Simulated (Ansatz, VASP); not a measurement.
# PtSe2 in two plane-wave programs, part 2 of 2

One calculation is typed for both programs; each brings its own data sets and cutoff. How far apart do they land? The cell is taken from a series of VASP runs on this material, whose earlier steps may have relaxed, scaled or displaced it; both programs get it as it stands.

VASP 6.6.1 and Ansatz 0.2.0.

So far: The structure; VASP: zone-centre phonons, PBEsol with D3(BJ).

**3. Ansatz: zone-centre phonons, PBEsol with D3(BJ)**

Level of this step: Ansatz beside VASP: Kohn-Sham DFT, plane waves, PBEsol with D3(BJ) (Ansatz).

Ansatz runs on its default PAW (the set named soft_2) files.

The same cell, functional, mesh and smearing now go to Ansatz, which takes its cutoff from its data sets.

input.yaml reads:

```yaml
crystal:
  lattice:
    - [3.7410049748, 0.0, 0.0]
    - [-1.8705024874, 3.2398053438, 0.0]
    - [0.0, 0.0, 4.6238884767]
  atoms:
    - { symbol: Pt, position: [0.0, 0.0, 0.0] }
    - { symbol: Se, position: [0.6666666667, 0.3333333333, 0.7276331845] }
    - { symbol: Se, position: [0.3333333333, 0.6666666667, 0.2723668155] }
hamiltonian:
  xc: pbesol
  pseudopotentials: { kind: paw }
  dispersion: d3bj
kpoints:
  mp_grid: { grid: [10, 10, 8] }
scf:
  occupations: { method: gaussian, width: 0.05 }
phonons:
  method: dfpt
  qpoints: [[0, 0, 0]]
```

Started as:

```bash
> ansatz run input.yaml --threads 4 --pin off --max-ram 9216MiB --backend cpu --events-out ev --progress --plain --runs-dir out
```

Numbers of over 12 decimals in the logs are rounded to 6 here.

The log of the run:

```text
Engine: ansatz 0.2.0, aarch64-unknown-linux-gnu
Pseudopotentials: kind: paw
Pseudopotential: Pt, paw, valence charge 18, recommended cutoff 420 eV (normal), Pt.paw.azcp
Pseudopotential: Se, paw, valence charge 16, recommended cutoff 420 eV (normal), Se.paw.azcp
Functional definition: PBEsol
  exchange = pbesol_x
  correlation = pbesol_c
Crystal: 3 atoms, lattice volume = 56.042 Å³
Basis set: ecut = 420 eV, 1095 PW (Γ), exchange–correlation on 54×54×64 points (8 copies of the dense FFT grid, shifted against one another)
Bands: 30, of which v1, the nominal top of the filled ones, is band 25 counted from 1 (24 counted from 0)
Symmetry: 12 space group operations
k-points: 227 of 800 (irreducible under 2 space group operations, time reversal used)
Non-local potential: Pt, projectors of the file, l = 0: 3, l = 1: 2, l = 2: 2, l = 3: 1
Non-local potential: Se, projectors of the file, l = 0: 2, l = 1: 2, l = 2: 3, l = 3: 1
PAW form: soft (Blöchl's): semilocal exchange-correlation on the pseudo side does not see the compensation charge
PAW frozen core: Pt, regenerated for the run's functional, and the local potential with it (the file was generated under x = pbe(κ = 0.804, μ = 0.219515), c = pbe(β = 0.066725))
PAW frozen core: Se, regenerated for the run's functional, and the local potential with it (the file was generated under x = pbe(κ = 0.804, μ = 0.219515), c = pbe(β = 0.066725))
PAW one-centre angular grid: Pt, 590 points (default); XC on 64 Gauss nodes
PAW one-centre angular grid: Se, 590 points (default); XC on 64 Gauss nodes
Initial density: superposition of atomic densities (neutral atoms: chi_scale 0, normalization atom), corrected by the library's trained network
Initial wavefunctions: pseudopotential atomic-orbital guess
Functional: x = pbesol(κ = 0.804, μ = 0.123457), c = pbesol(β = 0.046)
SCF iter   1: F=—  HF=-23234.826818 eV  |F-HF|=—  |Δ(HF+E_count)|=         —  Δρ=4.43e-3  dr2=1.20e-2  ethr=1.77e-3  ⟨swp⟩=5.8  Hψ=26554  notcnv=0
preconditioner: auto → LDOS  [metal: Δε(μ)=0.038 eV  Ē_g=10.311 eV  σ=0.050 eV  W_gap=0.38  n_scr=20 (ndim 8)  ℏωp=23.3 eV  f_vac=0.013  D(μ)=0.64/eV (n_scr^D=2)  β→1.0]
SCF iter   2: F=—  HF=-23234.827498 eV  |F-HF|=—  |Δ(HF+E_count)|=   6.80e-4  Δρ=3.24e-3  dr2=6.74e-3  ethr=2.39e-5  ⟨swp⟩=2.0  Hψ=15006  notcnv=0  defer=203
preconditioner: auto → Kerker (q_TF=auto, 2.677 Å⁻¹)  [metal: Δε(μ)=0.039 eV  Ē_g=10.327 eV  σ=0.050 eV  W_gap=0.38  n_scr=20 (ndim 8)  ℏωp=23.3 eV  f_vac=0.009  D(μ)=0.64/eV (n_scr^D=2)  β→0.5]
SCF iter   3: F=—  HF=-23234.824957 eV  |F-HF|=—  |Δ(HF+E_count)|=   2.54e-3  Δρ=6.74e-4  dr2=1.60e-4  ethr=1.35e-5  ⟨swp⟩=2.2  Hψ=12076  notcnv=0  defer=203
SCF iter   4: F=—  HF=-23234.825000 eV  |F-HF|=—  |Δ(HF+E_count)|=   4.29e-5  Δρ=1.55e-4  dr2=3.33e-5  ethr=3.21e-7  ⟨swp⟩=2.0  Hψ=9068  notcnv=0  defer=203
SCF iter   5: F=—  HF=-23234.824998 eV  |F-HF|=—  |Δ(HF+E_count)|=   2.36e-6  Δρ=9.97e-5  dr2=1.08e-5  ethr=6.66e-8  ⟨swp⟩=2.4  Hψ=11408  notcnv=0  defer=203
SCF iter   6: F=—  HF=-23234.824999 eV  |F-HF|=—  |Δ(HF+E_count)|=   1.20e-6  Δρ=2.99e-5  dr2=4.64e-7  ethr=2.16e-8  ⟨swp⟩=2.0  Hψ=8660  notcnv=0  defer=203
SCF iter   7: F=—  HF=-23234.824996 eV  |F-HF|=—  |Δ(HF+E_count)|=   3.13e-6  Δρ=1.40e-5  dr2=1.04e-7  ethr=9.29e-10  ⟨swp⟩=2.0  Hψ=11325  notcnv=0  defer=203
SCF iter   8: F=—  HF=-23234.824996 eV  |F-HF|=—  |Δ(HF+E_count)|=   7.19e-9  Δρ=3.14e-6  dr2=6.88e-9  ethr=2.09e-10  ⟨swp⟩=2.4  Hψ=8670  notcnv=0  defer=203
SCF iter   9: F=—  HF=-23234.824996 eV  |F-HF|=—  |Δ(HF+E_count)|=   1.64e-9  Δρ=7.03e-7  dr2=3.70e-10  ethr=1.38e-11  ⟨swp⟩=2.1  Hψ=8556  notcnv=0  defer=203
SCF iter  10: F=—  HF=-23234.824996 eV  |F-HF|=—  |Δ(HF+E_count)|=  9.82e-11  Δρ=2.26e-7  dr2=3.06e-11  ethr=1.00e-12  ⟨swp⟩=2.3  Hψ=8349  notcnv=0  defer=203
SCF iter  11: F=-23234.824996 eV  HF=-23234.824996 eV  |F-HF|=7.28e-12  |Δ(HF+E_count)|=  3.64e-12  Δρ=5.53e-8  dr2=1.48e-12  ethr=1.00e-12  ⟨swp⟩=7.8  Hψ=33015  notcnv=0
SCF 1 converged in 11 iterations: F = -23234.824996 eV  dr2 = 1.48e-12
  greatest PAW one-centre occupation: 1.000 electrons in one spin orbital (limit 2), on the Pt atom at site 0 (counted from 0), in its partial waves of l = 0
DFPT response loops at Γ: preconditioner auto → Kerker (q_TF=auto, 2.677 Å⁻¹) (partly filled bands, converged f_vac=0.009); β = 1.00, the filter's whole step (`scf.mixing.beta` (0.50) is not read by the response loops under this deck's `scf.mixing.preconditioner`; to damp them name `kerker` or `kerker_dos`, under which they read `scf.mixing.beta`, and type it under 1.00, their step now; both keys bind the ground state too); Broyden in place of MSR1
SCF converged after 11 iterations
Free energy (F): -23234.824996 eV
Harris-Foulkes:  -23234.824996 eV  (|F-HF|=7.28e-12)
Internal energy: -23234.824199 eV  (E = F + TS)
E sigma→0 (E₀):  -23234.824597 eV
Entropy (-TS):   -0.000797 eV (-0.266 meV/atom)
Fermi energy:    14.631800 eV
--- Per-component energies (eV) ---
  E_band       = -892.874336
  E_kinetic    = 876.972107
  E_local      = -6204.941700  (includes V_loc(G=0)·N_el)
  E_nonlocal   = -980.256641
  E_hartree    = 2887.619136
  E_xc         = -468.499507
  E_vxc        = -500.648432  (∫ρ·V_xc dr)
  E_paw        = -13053.950299  (= ΣΔE_a)
  E_vpaw       = 140.763142  (= ΣTr[D̂ρ^β])
  E_aug_tail   = -0.001033  (compensation charges beyond the density's cutoff)
  E_ewald      = -6292.676426
  E_disp       = -1.393717  (pairwise vdW)
  E_core_change = 2.303882  (= ΣΔE_core)
  E_smearing   = -0.000797  (= −TS)
  E_closure    = -0.000000  (closes the sum)
  Σ components = -23234.824996   (vs F -23234.824996, Δ=0.00e0)
--- Band table (eV; the first three rows and the last of 227) ---
  k-point 0: bands = [... 21 lower, 12.1628, 13.6391, 13.6391, 15.5827, 15.5827, 15.6505, 17.6751, 18.9867, ... 1 higher]
  k-point 1: bands = [... 21 lower, 12.1540, 13.4621, 13.4621, 15.1523, 15.8339, 15.8339, 17.8458, 19.4899, ... 1 higher]
  k-point 2: bands = [... 21 lower, 12.1062, 13.1171, 13.1171, 14.1531, 16.3896, 16.3896, 18.4184, 20.4087, ... 1 higher]
  k-point 226: bands = [... 21 lower, 11.2703, 11.5327, 12.0250, 13.2366, 15.4528, 15.9574, 19.3075, 21.4725, ... 1 higher]
--- Phonons (Γ-DFPT): 4 representative perturbations + reference, on 227 of 800 k-points (Σ response iterations 12) ---
  k mesh reduced under 2 symmetry operations, with k and −k counted as one. Each operation leaves every solved perturbation unchanged. A smaller set is not used because it would not reduce the number of displacements times k-points to solve
  ASR residual: 9.812e-5 → 0.000e0 eV/Å²; symmetrization residual: 3.155e-5 eV/Å²
  pairwise dispersion correction: d3bj (s6 = 1.0, s8 = 2.9491, a1 = 0.4466, a2_bohr = 6.1742), with the weights of each atom's references fixed at the reference crystal's, and the forces and stress that the weights' published response gives there kept as a pressure on the atom's counted neighbours (hamiltonian.dispersion)
  ASR residual per site (eV/Å²): 9.81e-5 2.88e-5 2.88e-5
  Γ frequencies (cm⁻¹): 0.00 0.00 0.00 165.42 165.42 217.89 221.75 223.42 223.42
  non-analytic LO–TO correction: not included (Born effective charges unavailable; polar crystals: no LO–TO splitting at Γ)
--- Phonons (arbitrary-q DFPT): 1 explicit q-point ---
  q = [0, 0, 0] (of the zone-centre solve; hermiticity 1.97e-6, symmetrization 9.85e-7): -0.00 -0.00 0.00 165.42 165.42 217.89 221.75 223.42 223.42
  sum rule: each row above includes the acoustic sum rule's correction from the zone centre's row sums; it moved no ω² by more than (0.37 cm⁻¹)²
```

Run time: 84 s. Hardware: 4 threads of Arm Neoverse N1, shared host; peak memory 1.4 GiB.

The column dr2 measures how far the density is from self-consistency, as an energy; F and HF (Harris–Foulkes) agree once it is small.

**4. Side by side**

Known differences besides the potentials themselves: the data sets hold 50 valence electrons in Ansatz (default PAW (the set named soft_2) files) and 22 in VASP; the cutoff is 420 eV in Ansatz and 450 eV in VASP; Ansatz makes its cores anew for this functional, VASP keeps those of its PBE data sets; VASP leaves aspherical gradient terms in its spheres out (LASPH is not set), Ansatz keeps them; Ansatz takes the dispersion share of the force constants at frozen C6 weights, VASP differentiates the full forces; VASP uses finite displacements, Ansatz perturbation theory. Total energies have different zeros and are not compared.

The two programs side by side:

| quantity | Ansatz | VASP | difference |
| --- | --- | --- | --- |
| optical mode 1 to 2 (cm⁻¹) | 165.4 | 165.7 | -0.17 % |
| optical mode 3 (cm⁻¹) | 217.9 | 217.5 | +0.20 % |
| optical mode 4 (cm⁻¹) | 221.8 | 222.0 | -0.11 % |
| optical mode 5 to 6 (cm⁻¹) | 223.4 | 224.4 | -0.44 % |

Modes are paired by rising frequency and degeneracy, not by their patterns, so a pair may still set unlike modes beside each other.

**5. VASP: relaxation of cell and atoms, r2SCAN**

The relaxed volume is the usual yardstick between codes: its relative difference is about their pressure difference at one cell divided by the bulk modulus. The cell compared in this pair holds 68.45 Å³, against 56.04 Å³ for the pair before.

INCAR reads:

```
SYSTEM = PtSe2
PREC = Accurate
ENCUT = 450
EDIFF = 1E-07
NELM = 100
ISMEAR = 0
SIGMA = 0.05
LREAL = .FALSE.
ALGO = Normal
METAGGA = R2SCAN
LASPH = .TRUE.
NBANDS = 17
LORBIT = 11
LWAVE = .FALSE.
LCHARG = .FALSE.
KPAR = 4
IBRION = 2
NSW = 50
ISIF = 3
EDIFFG = -0.002
```

POSCAR reads:

```
PtSe2
1.0
    3.7239144006      0.0000000000      0.0000000000
   -1.8619572003      3.2250044724      0.0000000000
    0.0000000000      0.0000000000      5.6996357961
Pt Se
1 2
Direct
    0.0000000000      0.0000000000      0.0000000000
    0.6666666667      0.3333333333      0.7700853424
    0.3333333333      0.6666666667      0.2299146576
```

KPOINTS reads:

```
Automatic mesh
0
Gamma
10 10 8
0 0 0
```

PAW data sets: Pt and Se (PBE family, release 64).

Started as:

```bash
> mpirun -np 4 vasp_std
```

The log of the run:

```text
[banner, memory and clock lines left out]
running    4 mpi-ranks, on    1 nodes
[...]
[... a notice as in an earlier step ...]

 LDA part: xc-table for (None), standard interpolation
 POSCAR, INCAR and KPOINTS ok, starting setup
[...]
entering main loop
       N       E                     dE             d eps       ncg     rms          rms(c)
DAV:   1     0.341400836860E+02    0.34140E+02   -0.93875E+03  3236   0.102E+03
DAV:   2    -0.827766287296E+02   -0.11692E+03   -0.11325E+03  4012   0.207E+02
DAV:   3    -0.876114817111E+02   -0.48349E+01   -0.48097E+01  3955   0.441E+01
DAV:   4    -0.876479265973E+02   -0.36445E-01   -0.36433E-01  4071   0.412E+00
[...]
DAV:  11    -0.814967494937E+02   -0.45282E-04   -0.14271E-04  3712   0.984E-02    0.468E-02
DAV:  12    -0.814967400849E+02    0.94089E-05   -0.17258E-05  3961   0.270E-02    0.561E-03
DAV:  13    -0.814967401614E+02   -0.76498E-07   -0.40683E-07  3942   0.526E-03
   1 F= -.81496740E+02 E0= -.81496740E+02  d E =-.814967E+02
[... from here on, the cycles between the ionic steps are left out ...]
   2 F= -.81496750E+02 E0= -.81496750E+02  d E =-.958732E-05
   3 F= -.81496814E+02 E0= -.81496814E+02  d E =-.735507E-04
   6 F= -.81497048E+02 E0= -.81497048E+02  d E =-.234494E-03
   7 F= -.81497271E+02 E0= -.81497271E+02  d E =-.457371E-03
   8 F= -.81497276E+02 E0= -.81497276E+02  d E =-.462121E-03
   9 F= -.81497344E+02 E0= -.81497344E+02  d E =-.530691E-03
  10 F= -.81497398E+02 E0= -.81497398E+02  d E =-.540342E-04
  11 F= -.81497478E+02 E0= -.81497478E+02  d E =-.133551E-03
  12 F= -.81497549E+02 E0= -.81497549E+02  d E =-.707183E-04
  13 F= -.81497570E+02 E0= -.81497570E+02  d E =-.917499E-04
  14 F= -.81497573E+02 E0= -.81497573E+02  d E =-.316341E-05
 trial-energy change:   -0.000003  1 .order   -0.000002   -0.000004   -0.000000
 step:   0.5381(harm=  0.5628)  dis= 0.00018  next Energy=   -81.497573 (dE=-0.317E-05)
 reached required accuracy - stopping structural energy minimisation
```

OUTCAR, selected parts (step 5):

```text
  Total       -0.0009909     -0.0009909     -0.0001319      0.0000000      0.0000000      0.0000000
  in kB       -0.0228260     -0.0228260     -0.0030391      0.0000000      0.0000000      0.0000000
  external PRESSURE =      -0.0162304 kB  Pullay stress =       0.0000000 kB

 POSITION                                       TOTAL-FORCE (eV/Angst)
 -----------------------------------------------------------------------------------
      0.00000      0.00000      0.00000         0.000000     -0.000000      0.000000
      1.85949      1.07358      4.49591         0.000000      0.000000      0.000194
     -0.00000      2.14716      1.31103        -0.000000     -0.000000     -0.000194
 -----------------------------------------------------------------------------------
    total drift:                                0.000000      0.000000      0.000000

  FREE ENERGIE OF THE ION-ELECTRON SYSTEM (eV)
  ---------------------------------------------------
  free  energy   TOTEN  =       -81.4975728698 eV

  energy  without entropy=      -81.4975728698  energy(sigma->0) =      -81.49757287

 reached required accuracy - stopping structural energy minimisation

[... 1 part as in an earlier step ...]

[... 2 further parts left out ...]
[key lines of the parts left out:]
E-fermi :   4.5940
```

**6. Ansatz: relaxation of cell and atoms, r2SCAN**

The same cell, functional, mesh and smearing now go to Ansatz, which takes its cutoff from its data sets.

The cell is taken from a series of VASP runs on this material, whose earlier steps may have relaxed, scaled or displaced it; both programs get it as it stands.

input.yaml reads:

```yaml
crystal:
  lattice:
    - [3.7239144006, 0.0, 0.0]
    - [-1.8619572003, 3.2250044724, 0.0]
    - [0.0, 0.0, 5.6996357961]
  atoms:
    - { symbol: Pt, position: [0.0, 0.0, 0.0] }
    - { symbol: Se, position: [0.6666666667, 0.3333333333, 0.7700853424] }
    - { symbol: Se, position: [0.3333333333, 0.6666666667, 0.2299146576] }
hamiltonian:
  xc: r2scan
  pseudopotentials: { kind: paw }
kpoints:
  mp_grid: { grid: [10, 10, 8] }
scf:
  occupations: { method: gaussian, width: 0.05 }
relax:
  f_tol: 0.01
  max_steps: 60
  cell: { stress_tol: 0.05 }
output:
  forces: true
  stress: true
```

Started as:

```bash
> ansatz run input.yaml --threads 4 --pin off --max-ram 9216MiB --backend cpu --events-out ev --progress --plain --runs-dir out
```

The log of the run:

```text
[...]
Crystal: 3 atoms, lattice volume = 68.451 Å³
Basis set: ecut = 500 eV, 1725 PW (Γ), exchange–correlation on 120×120×180 points (64 copies of the dense FFT grid, shifted against one another)
Bands: 30, of which v1, the nominal top of the filled ones, is band 25 counted from 1 (24 counted from 0)
Symmetry: 12 space group operations
[...]
k-points: 94 of 800
[...]
cell:  # Å, volume = 69.7252 Å³
    - [3.717174, 0, 5.6527919004238834e-18]
    - [-1.858587, 3.219167, -2.8263959502119398e-18]
    - [8.65187853366348e-18, 0, 5.826847]
  atoms:
    - { symbol: Pt, position: [0, 0, -2.029045992919757e-19] }
    - { symbol: Se, position: [0.666667, 0.333333, 0.774935] }
    - { symbol: Se, position: [0.333333, 0.666667, 0.225065] }
[key lines of the parts left out:]
SCF converged after 6 iterations
Free energy (F): -23494.415256 eV
Fermi energy:    10.576929 eV
P = ⅓ Tr σ = -0.0013 GPa (-0.013 kbar)
```

The job ended after 65 s (4 threads; peak memory 0.68 GiB; 4.2 min of CPU time).

**7. Comparison**

What differs besides the data sets and the points named for the pairs above, as far as they apply: VASP keeps PBE cores, Ansatz makes them for the functional; both relaxations stop at a tolerance, which leaves soft axes loose, and VASP keeps its plane-wave basis; the cutoff is 500 eV in Ansatz and 450 eV in VASP; Ansatz adds a Pulay correction to the stress that steers its cell, VASP none. Total energies have different zeros and are not compared.

Both answers:

| quantity | Ansatz | VASP | difference |
| --- | --- | --- | --- |
| volume (Å³) | 69.73 | 69.55 | +0.24 % |
| edge a after relaxation, in the typed setting (Å) | 3.717 | 3.719 | -0.05 % |
| edge c after relaxation, in the typed setting (Å) | 5.827 | 5.807 | +0.34 % |

The walks stopped with 0.00 GPa left in Ansatz and 0.00 GPa in VASP; each walk ends within a tolerance, so the volume difference is uncertain by about these residues over the bulk modulus, most in soft cells.

**8. Summary of results**

```
r.m.s. difference of the optical zone-centre modes, each program's sorted by frequency (zone-centre phonons, PBEsol with D3(BJ)) : 0.63 cm⁻¹
difference in edge c after relaxation, in the typed setting (relaxation of cell and atoms, r2SCAN)                               : 0.34 %
```

**Reading.** The difference in edge c after relaxation, in the typed setting is 0.34 % (relaxation of cell and atoms, r2SCAN), within the 1.2 % picked in this series as the mark of a large difference, as far as the stopping tolerances let one tell. How closely two codes agree says nothing of how well the functional describes the real material.

[Lines on the potential files, build, host, timing and source positions are cut from VASP's logs without a mark.]

[Logs are printed without paths, hosts, clocks, repeated set-up lines and the standing remarks that a program may print on its own settings, such as how far it seeks lower states.]

[Hosts, paths, dates, database ids (printed as entryN), source tags and the programs' standing remarks are cut or masked in the printed files.]
